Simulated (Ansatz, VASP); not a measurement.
# Al (Al(533)): VASP beside Ansatz, part 2 of 2

Aim: how closely do two programs agree when they are given the same cell, functional and k mesh? Of the first pair: The structure shown is the start of the Ansatz relaxation below; VASP solves that cell, so the two are compared at the walk's first step.

VASP 6.6.1 and Ansatz 0.2.0.

So far: Starting point; Ansatz: relaxation, LDA.

## 3. VASP: single point, LDA, start cell, pair 1

Level of this step: LDA; plane waves and PAW (Al) (VASP).

The same cell, functional (in two slightly different forms), mesh and smearing now go to VASP, with its own data sets.

Lines of VASP's logs that name or quote its potential files are left out, and so is its time.

The input, INCAR:

```
SYSTEM = Al
PREC = Accurate
ENCUT = 400
EDIFF = 1E-06
NELM = 120
ISMEAR = -1
SIGMA = 0.1
LREAL = .FALSE.
ALGO = Normal
GGA = PW92
NBANDS = 27
LORBIT = 11
LWAVE = .FALSE.
LCHARG = .FALSE.
ISIF = 2
LDIPOL = .TRUE.
IDIPOL = 3
DIPOL = 0.5 0.5 0.5
LVHAR = .TRUE.
LASPH = .TRUE.
GGA_COMPAT = .FALSE.
NELMDL = -8
KPAR = 2
```

The input, POSCAR:

```
Al
1.0
    2.8637824600      0.0000000000      0.0000000000
   -1.4318912300      9.3895387300      0.0000000000
    0.0000000000      0.0000000000     23.1761920985
Al
11
Direct
    0.1162790880      0.2325581759      0.3667556760
    0.4883720736      0.9767441473      0.3934045317
    0.8604650178      0.7209301963      0.4200533875
    0.2325581227      0.4651162454      0.4467022864
    0.6046510669      0.2093022944      0.4733511421
    0.9767441058      0.9534883723      0.4999999979
    0.3488372107      0.6976744213      0.5266488536
    0.7209301549      0.4418604704      0.5532977094
    0.0930232597      0.1860465195      0.5799466083
    0.4651162986      0.9302325973      0.6065954640
    0.8372092429      0.6744186463      0.6332443198
```

The input, KPOINTS:

```
Automatic mesh
0
Gamma
10 3 1
0 0 0
```

Potentials, in the order of the species: Al (LDA family, release 64).

Command:

```console
mpirun -np 2 vasp_std
```

Numbers of over 12 decimals in the logs are rounded to 6 here.

Output:

```text
[banner, memory and clock lines left out]
running    2 mpi-ranks, on    1 nodes
 distrk:  each k-point on    1 cores,    2 groups
 distr:  one band on    1 cores,    1 groups

 POSCAR found type information on POSCAR Al
 POSCAR found :  1 types and      11 ions
|                                                                             |
|               ----> ADVICE to this user running VASP <----                  |
|                                                                             |
|     You enforced a specific xc type in the INCAR file but a different       |
|     [... a line on the potential file left out ...]
|     I HOPE YOU KNOW WHAT YOU ARE DOING!                                     |
|                                                                             |

 LDA part: xc-table for (Slater(with rela. corr.)+PW92), standard interpolation
|                                                                             |
|           W    W    AA    RRRRR   N    N  II  N    N   GGGG   !!!           |
|           W    W   A  A   R    R  NN   N  II  NN   N  G    G  !!!           |
|           W    W  A    A  R    R  N N  N  II  N N  N  G       !!!           |
|           W WW W  AAAAAA  RRRRR   N  N N  II  N  N N  G  GGG   !            |
|           WW  WW  A    A  R   R   N   NN  II  N   NN  G    G                |
|           W    W  A    A  R    R  N    N  II  N    N   GGGG   !!!           |
|                                                                             |
|     Your reciprocal lattice and k-lattice belong to different lattice       |
|     classes:                                                                |
|                                                                             |
|        The reciprocal lattice is base centered orthorhombic,                |
|        whereas your k-lattice is simple monoclinic.                         |
|                                                                             |
|     Results are often still useful ...                                      |
|                                                                             |

 POSCAR, INCAR and KPOINTS ok, starting setup
 FFT: planning ... GRIDC
 FFT: planning ... GRID_SOFT
 FFT: planning ... GRID
 WAVECAR not read
 entering main loop
       N       E                     dE             d eps       ncg     rms          rms(c)
DAV:   1     0.993359978831E+02    0.99336E+02   -0.81465E+03   864   0.670E+02
DAV:   2    -0.367874415114E+02   -0.13612E+03   -0.12723E+03  1159   0.135E+02
DAV:   3    -0.440896550089E+02   -0.73022E+01   -0.70864E+01  1160   0.312E+01
DAV:   4    -0.443903681635E+02   -0.30071E+00   -0.29995E+00  1416   0.761E+00
DAV:   5    -0.443991987137E+02   -0.88306E-02   -0.88284E-02  1365   0.123E+00
DAV:   6    -0.443994669479E+02   -0.26823E-03   -0.26822E-03  1464   0.199E-01
DAV:   7    -0.443994785015E+02   -0.11554E-04   -0.11554E-04  1360   0.347E-02
DAV:   8    -0.443994792572E+02   -0.75570E-06   -0.75559E-06  1168   0.687E-03    0.488E+00
DAV:   9    -0.426966328794E+02    0.17028E+01   -0.39925E+00   955   0.624E+00    0.257E+00
DAV:  10    -0.424896616490E+02    0.20697E+00   -0.46919E-01  1152   0.241E+00    0.113E+00
DAV:  11    -0.424184902611E+02    0.71171E-01   -0.10363E-01  1069   0.111E+00    0.431E-01
DAV:  12    -0.424057053157E+02    0.12785E-01   -0.11778E-02  1253   0.418E-01    0.240E-01
DAV:  13    -0.424017751971E+02    0.39301E-02   -0.22898E-03  1074   0.170E-01    0.972E-02
DAV:  14    -0.424016624350E+02    0.11276E-03   -0.25513E-03  1042   0.134E-01    0.616E-02
[...]
DAV:  19    -0.424080577730E+02   -0.28455E-03   -0.27500E-05   949   0.111E-02    0.231E-03
DAV:  20    -0.424080829281E+02   -0.25155E-04   -0.92654E-07   830   0.330E-03    0.968E-04
DAV:  21    -0.424081133444E+02   -0.30416E-04   -0.27675E-06   805   0.362E-03    0.575E-04
DAV:  22    -0.424081248805E+02   -0.11536E-04   -0.45175E-07   701   0.187E-03    0.396E-04
DAV:  23    -0.424081373955E+02   -0.12515E-04   -0.59001E-07   758   0.166E-03    0.305E-04
DAV:  24    -0.424081423566E+02   -0.49611E-05   -0.11122E-07   688   0.109E-03    0.136E-04
DAV:  25    -0.424081435625E+02   -0.12059E-05   -0.39281E-08   648   0.702E-04    0.713E-05
DAV:  26    -0.424081438910E+02   -0.32854E-06   -0.99531E-09   596   0.468E-04
   1 F= -.42408144E+02 E0= -.42330191E+02  d E =-.155905E+00
```

From OUTCAR (step 3):

```text
ion  position               nearest neighbor table
   1  0.116  0.233  0.367-   4 2.86   5 2.86   5 2.86   2 2.86   2 2.86
   2  0.488  0.977  0.393-   3 2.86   6 2.86   3 2.86   6 2.86   5 2.86   1 2.86   1 2.86
   3  0.860  0.721  0.420-   2 2.86   7 2.86   4 2.86   2 2.86   7 2.86   4 2.86   6 2.86
   4  0.233  0.465  0.447-   8 2.86   8 2.86   1 2.86   5 2.86   7 2.86   3 2.86   5 2.86   3 2.86

  LATTYP: Found a base centered orthorhombic cell.
 ALAT       =     2.8637824600
 B/A-ratio  =     6.5574385353
 C/A-ratio  =     8.0928605515

 Subroutine GETGRP returns: Found  4 space group operations
 (whereof  2 operations were pure point group operations)

The static configuration has the point symmetry C_1h.
 The point group associated with its full space group is C_2h.

 Found     16 irreducible k-points:

   k-points           NKPTS =     16   k-points in BZ     NKDIM =     16   number of bands    NBANDS=     27

   dimension x,y,z NGX =    20 NGY =   64 NGZ =  160
   dimension x,y,z NGXF=    40 NGYF=  128 NGZF=  320

   ENCUT  =  400.0 eV  29.40 Ry    5.42 a.u.   4.67 15.49 37.79*2*pi/ulx,y,z

   NELECT =      33.0000    total number of electrons

 k-points in reciprocal lattice and weights: Automatic mesh
   0.00000000  0.00000000  0.00000000       0.033
   0.10000000 -0.00000000  0.00000000       0.067
   0.20000000 -0.00000000  0.00000000       0.067
   0.30000000  0.00000000  0.00000000       0.067
   0.40000000  0.00000000  0.00000000       0.067
   0.50000000  0.00000000  0.00000000       0.033
   0.00000000  0.33333333  0.00000000       0.067
   0.10000000  0.33333333  0.00000000       0.067
   0.20000000  0.33333333  0.00000000       0.067
[...]
-0.20000000  0.33333333  0.00000000       0.067
  -0.10000000  0.33333333  0.00000000       0.067

 dipolmoment           0.000000      0.000000      0.000002 electrons x Angstroem

 average (electrostatic) potential at core
       1 -79.4162       2 -79.4536       3 -79.5177       4 -79.4210       5 -79.3571
       6 -79.3831       7 -79.3571       8 -79.4210       9 -79.5177      10 -79.4536
      11 -79.4162

 E-fermi :  -0.6670

 k-point     1 :       0.0000    0.0000    0.0000
  band No.  band energies     occupation
    ...
     12      -3.3678      2.00000
     13      -3.0874      2.00000
     14      -2.4344      2.00000
     15      -2.3633      2.00000
     16      -1.8170      1.99998
     17      -0.0328      0.00351
     18      -0.0080      0.00274
     19       0.2132      0.00030
     20       0.8542      0.00000
     21       1.2740      0.00000
    ...

 k-point     2 :       0.1000   -0.0000    0.0000
  band No.  band energies     occupation
    ...
     12      -3.1946      2.00000
     13      -2.9801      2.00000
     14      -2.3787      2.00000
     15      -2.0439      2.00000
     16      -1.6160      1.99985
     17      -0.0460      0.00401
     18       0.2281      0.00026
     19       0.4405      0.00003
     20       1.0328      0.00000
     21       1.4451      0.00000
    ...

 k-point     3 :       0.2000   -0.0000    0.0000
  band No.  band energies     occupation
    ...
     12      -2.6764      2.00000
     13      -2.6150      2.00000
     14      -1.9668      2.00000
     15      -1.3973      1.99865
     16      -1.0168      1.94124
     17       0.0301      0.00187
     18       0.2717      0.00017
     19       0.6636      0.00000
     20       0.7709      0.00000
     21       1.1217      0.00000
    ...

  Total       -9.4371651     -8.2965809     -2.5098507      0.0000000     -0.6615166      0.0000000
  in kB      -24.2619538    -21.3296324     -6.4525609      0.0000000     -1.7006892      0.0000000
  external PRESSURE =     -17.3480490 kB  Pullay stress =       0.0000000 kB

  energy-cutoff  :      400.00
  volume of cell :      623.20
      direct lattice vectors                 reciprocal lattice vectors
     2.863782460  0.000000000  0.000000000     0.349188534  0.053250752  0.000000000
    -1.431891230  9.389538730  0.000000000     0.000000000  0.106501504  0.000000000
     0.000000000  0.000000000 23.176192098     0.000000000  0.000000000  0.043147727

 POSITION                                       TOTAL-FORCE (eV/Angst)
 -----------------------------------------------------------------------------------
      0.00000      2.18361      8.50000         0.000000     -0.051551      0.212541
     -0.00000      9.17118      9.11762         0.000000      0.164758      0.192094
      1.43189      6.76920      9.73524        -0.000000      0.030421      0.185979
      0.00000      4.36723     10.35286        -0.000000      0.049724     -0.182501
      1.43189      1.96525     10.97048        -0.000000     -0.055156     -0.006698
      1.43189      8.95282     11.58810        -0.000000      0.000000      0.000000
      0.00000      6.55084     12.20571         0.000000      0.055156      0.006698
      1.43189      4.14887     12.82333         0.000000     -0.049724      0.182501
     -0.00000      1.74689     13.44095         0.000000     -0.030421     -0.185979
     -0.00000      8.73446     14.05857         0.000000     -0.164758     -0.192094
      1.43189      6.33248     14.67619         0.000000      0.051551     -0.212541
 -----------------------------------------------------------------------------------
    total drift:                               -0.000020     -0.000068      0.000057

  FREE ENERGIE OF THE ION-ELECTRON SYSTEM (eV)
  ---------------------------------------------------
  free  energy   TOTEN  =       -42.4081438910 eV

  energy  without entropy=      -42.2522389127  energy(sigma->0) =      -42.33019140

 vacuum level on the upper side and lower side of the slab         3.574         3.574

 total charge
# of ion       s       p       d       tot
------------------------------------------
    1        0.494   0.284   0.000   0.778
    2        0.463   0.316   0.000   0.779
    3        0.466   0.310   0.000   0.776
    4        0.452   0.327   0.000   0.780
    5        0.448   0.345   0.000   0.793
    6        0.443   0.347   0.000   0.790
    7        0.448   0.345   0.000   0.793
    8        0.452   0.327   0.000   0.780
    9        0.466   0.310   0.000   0.776
   10        0.463   0.316   0.000   0.779
   11        0.494   0.284   0.000   0.778
--------------------------------------------------
tot          5.091   3.510   0.000   8.601

[... 3 further parts left out ...]
```

## 4. Differences

Known differences besides the potentials themselves: the cutoff is 420 eV in Ansatz and 400 eV in VASP; VASP's log shows a relativistic correction to its local exchange, Ansatz's none. Total energies have different zeros and are not compared.

Forces on 9 of the 11 atoms, those with the largest forces and the largest differences (eV/Å; atoms numbered as in POSCAR):

```csv
atom,"Ansatz x, y, z","VASP x, y, z"
Al1,"0.002, -0.053, 0.214","0.000, -0.052, 0.213"
Al2,"0.002, 0.165, 0.193","0.000, 0.165, 0.192"
Al3,"0.001, 0.031, 0.188","0.000, 0.030, 0.186"
Al5,"0.008, -0.055, -0.007","0.000, -0.055, -0.007"
Al7,"-0.008, 0.055, 0.007","0.000, 0.055, 0.007"
Al8,"-0.005, -0.049, 0.181","0.000, -0.050, 0.183"
Al9,"-0.001, -0.031, -0.188","0.000, -0.030, -0.186"
Al10,"-0.002, -0.165, -0.193","0.000, -0.165, -0.192"
Al11,"-0.002, 0.053, -0.214","0.000, 0.052, -0.213"
```

The forces differ by 2.6 meV/Å r.m.s., which is 2.5 % of the r.m.s. force of 0.106 eV/Å (both taken over all components). With vacuum in the cell, a pressure given here is an average over mostly empty space and none of the material.

## 5. VASP: single point, LDA, pair 2

A single point gives forces, pressure and levels at one fixed geometry, so differences don't come from the geometry; what else differs is listed under the comparison.

INCAR, as its differences from that of step 3:

```diff
@@ -6,3 +6,3 @@
 ISMEAR = -1
-SIGMA = 0.1
+SIGMA = 0.05
 LREAL = .FALSE.
@@ -17,3 +17,3 @@
 IDIPOL = 3
-DIPOL = 0.5 0.5 0.5
+DIPOL = 0.5 0.5 0.497
 LVHAR = .TRUE.
```

The input, POSCAR:

```
Al
1.0
    2.8637824600      0.0000000000      0.0000000000
   -1.4318912300      9.3895387300      0.0000000000
    0.0000000000      0.0000000000     23.1761920985
Al
11
Direct
    0.1162790700      0.2325581400      0.3667556760
    0.4883720950      0.9767441900      0.3934045408
    0.8604651150      0.7209302300      0.4200534056
    0.2337076117      0.4647813112      0.4424596386
    0.6042388657      0.2069773610      0.4716893055
    0.9734047742      0.9493009231      0.4972988777
    0.3417160921      0.6901436728      0.5230043384
    0.7122996146      0.4324077515      0.5529907392
    0.0858545325      0.1759870002      0.5759902959
    0.4565672570      0.9187375988      0.6008962362
    0.8310872838      0.6690355641      0.6269898180
```

The input, KPOINTS:

```
Automatic mesh
0
Gamma
22 8 1
0 0 0
```

Command:

```console
mpirun -np 2 vasp_std
```

Output:

```text
[banner, memory and clock lines left out]
running    2 mpi-ranks, on    1 nodes
[...]
[... a notice as in an earlier step ...]

 LDA part: xc-table for (Slater(with rela. corr.)+PW92), standard interpolation
 [... a notice as in an earlier step ...]

 POSCAR, INCAR and KPOINTS ok, starting setup
[...]
entering main loop
       N       E                     dE             d eps       ncg     rms          rms(c)
DAV:   1     0.102564281955E+03    0.10256E+03   -0.81732E+03  4868   0.671E+02
DAV:   2    -0.371880837499E+02   -0.13975E+03   -0.13084E+03  6608   0.135E+02
DAV:   3    -0.442180829559E+02   -0.70300E+01   -0.68303E+01  6199   0.307E+01
DAV:   4    -0.445182324655E+02   -0.30015E+00   -0.29933E+00  8232   0.771E+00
[...]
DAV:  26    -0.423890462638E+02   -0.36092E-05   -0.82437E-08  3892   0.852E-04    0.107E-04
DAV:  27    -0.423890474763E+02   -0.12125E-05   -0.27890E-08  3657   0.555E-04    0.136E-04
DAV:  28    -0.423890477802E+02   -0.30395E-06   -0.80042E-09  3509   0.373E-04
   1 F= -.42389048E+02 E0= -.42373180E+02  d E =-.317358E-01
```

OUTCAR, selected parts (step 5):

```text
  Total       -8.8897682     -6.5397719     -0.8015738     -0.0440531      0.2084788      0.0394091
  in kB      -22.8546543    -16.8130621     -2.0607616     -0.1132558      0.5359771      0.1013166
  external PRESSURE =     -13.9094927 kB  Pullay stress =       0.0000000 kB

 POSITION                                       TOTAL-FORCE (eV/Angst)
 -----------------------------------------------------------------------------------
     -0.00000      2.18361      8.50000        -0.000140     -0.093647      0.129137
      0.00000      9.17118      9.11762        -0.000351      0.073890      0.055435
      1.43189      6.76920      9.73524        -0.002968     -0.012594     -0.060899
      0.00377      4.36408     10.25453        -0.006494      0.008062      0.014898
      1.43404      1.94342     10.93196        -0.006219     -0.027876      0.000648
      1.42832      8.91350     11.52549        -0.000154     -0.002795      0.006673
     -0.00961      6.48013     12.12125         0.006616      0.029346     -0.000611
      1.42071      4.06011     12.81622         0.006295     -0.012354     -0.015865
     -0.00613      1.65244     13.34926         0.000906      0.012744     -0.024089
     -0.00802      8.62652     13.92649         0.000766      0.047228     -0.051661
      1.42207      6.28194     14.53124         0.001742     -0.022005     -0.053666
 -----------------------------------------------------------------------------------
    total drift:                               -0.000013      0.000003      0.000003

  FREE ENERGIE OF THE ION-ELECTRON SYSTEM (eV)
  ---------------------------------------------------
  free  energy   TOTEN  =       -42.3890477802 eV

  energy  without entropy=      -42.3573119626  energy(sigma->0) =      -42.37317987

[... 1 part as in an earlier step ...]

[... 2 further parts left out ...]
[key lines of the parts left out:]
E-fermi :  -0.7252
```

## 6. Ansatz: single point, LDA, pair 2

The same cell, functional (in two slightly different forms), mesh and smearing now go to Ansatz, which takes its cutoff from its data sets.

The cell is taken from a series of runs on this material, whose earlier steps may have relaxed, scaled, displaced or heated it; both programs get it as it stands.

The input, input.yaml:

```yaml
crystal:
  lattice:
    - [2.86378246, 0.0, 0.0]
    - [-1.43189123, 9.38953873, 0.0]
    - [0.0, 0.0, 23.1761920985]
  atoms:
    - { symbol: Al, position: [0.11627907, 0.23255814, 0.366755676] }
    - { symbol: Al, position: [0.488372095, 0.97674419, 0.3934045408] }
    - { symbol: Al, position: [0.860465115, 0.72093023, 0.4200534056] }
    - { symbol: Al, position: [0.2337076117, 0.4647813112, 0.4424596386] }
    - { symbol: Al, position: [0.6042388657, 0.206977361, 0.4716893055] }
    - { symbol: Al, position: [0.9734047742, 0.9493009231, 0.4972988777] }
    - { symbol: Al, position: [0.3417160921, 0.6901436728, 0.5230043384] }
    - { symbol: Al, position: [0.7122996146, 0.4324077515, 0.5529907392] }
    - { symbol: Al, position: [0.0858545325, 0.1759870002, 0.5759902959] }
    - { symbol: Al, position: [0.456567257, 0.9187375988, 0.6008962362] }
    - { symbol: Al, position: [0.8310872838, 0.6690355641, 0.626989818] }
kpoints:
  mp_grid: { grid: [22, 8, 1] }
hamiltonian:
  xc: lda
scf:
  occupations: { method: fermi_dirac, width: 0.05 }
  convergence: { dr2_threshold: 1.0e-09 }
  n_extra_bands: 23
efield:
  axis: 3
  dipole_correction: true
  ramp_position: 0.97
  ramp_width: 0.06
output:
  band_densities:
    - { e_range: [-0.1, 0] }
    - { e_range: [-0.5, 0] }
    - { e_range: [-1.0, 0] }
    - { e_range: [0, 0.1] }
    - { e_range: [0, 0.5] }
    - { e_range: [0, 1.0] }
    - { e_range: [-2.0, -1.8] }
    - { e_range: [-1.8, -1.6] }
    - { e_range: [-1.6, -1.4] }
    - { e_range: [-1.4, -1.2] }
    - { e_range: [-1.2, -1.0] }
    - { e_range: [-1.0, -0.8] }
    - { e_range: [-0.8, -0.6] }
    - { e_range: [-0.6, -0.4] }
    - { e_range: [-0.4, -0.2] }
    - { e_range: [-0.2, 0.0] }
    - { e_range: [0.0, 0.2] }
    - { e_range: [0.2, 0.4] }
    - { e_range: [0.4, 0.6] }
    - { e_range: [0.6, 0.8] }
    - { e_range: [0.8, 1.0] }
    - { e_range: [1.0, 1.2] }
    - { e_range: [1.2, 1.4] }
    - { e_range: [1.4, 1.6] }
    - { e_range: [1.6, 1.8] }
    - { e_range: [1.8, 2.0] }
  band_residual_tolerance: 0.0001
  dos: { projected: true, e_range: [-5, 4] }
  write_potential: true
  write_density: true
  volumetric_format: npy
```

Command:

```console
ansatz run input.yaml --threads 2 --pin off --max-ram 3072MiB --backend cpu --events-out ev --progress --plain --runs-dir out
```

Output:

```text
[...]
Crystal: 11 atoms, lattice volume = 623.198 Å³
Basis set: ecut = 420 eV, 12159 PW (Γ)
Bands: 40, of which v1, the nominal top of the filled ones, is band 17 counted from 1 (16 counted from 0)
Symmetry: 1 space group operations
[...]
k-points: 90 of 176 (time reversal used)
[...]
e_range: [1.2, 1.4]                           1.136364             3.4e-5           0
  e_range: [1.4, 1.6]                           1.159091             3.2e-5           0
  e_range: [1.6, 1.8]                           1.579545             3.5e-5           0
  e_range: [1.8, 2]                             1.079545             3.3e-5           0
[key lines of the parts left out:]
SCF converged after 7 iterations
Free energy (F): -5638.002115 eV
Fermi energy:    -0.742386 eV
Dipole field:    D = -0.000163 V/Å  (p = -0.000561 e·Å, saw-weighted, corrected)
Work function:   Φ+ = 4.2954 eV   Φ− = 4.2917 eV
```

## 7. Side by side

The two programs side by side:

```csv
quantity,Ansatz,VASP,difference
"work function, lower of the two faces (eV)",4.29,4.29,0.00
"work function, higher of the two faces (eV)",4.30,4.30,0.00
```

With vacuum in the cell, a pressure given here is an average over mostly empty space and none of the material.

## 8. Outcome

```yaml
r_m_s_force_difference_single_point_lda_start_cell_pair_1: 2.6 meV/Å
difference_in_work_function_higher_of_the_two_faces_single_point_lda_pair_2: -0.0028 eV
```

In words: The r.m.s. force difference is 2.6 meV/Å (single point, LDA, start cell, pair 1), within the 12 meV/Å picked in this series as the mark of a large difference. 1 further run of this series is not shown here. How closely two codes agree says nothing of how well the functional describes the real material.

[Lines on the potential files, build, host, timing and source positions are cut from VASP's logs without a mark.]

[Logs are printed without paths, hosts, clocks, repeated set-up lines and the standing remarks that a program may print on its own settings, such as how far it seeks lower states.]

[Hosts, paths, dates, database ids (printed as entryN), source tags and the programs' standing remarks are cut or masked in the printed files.]
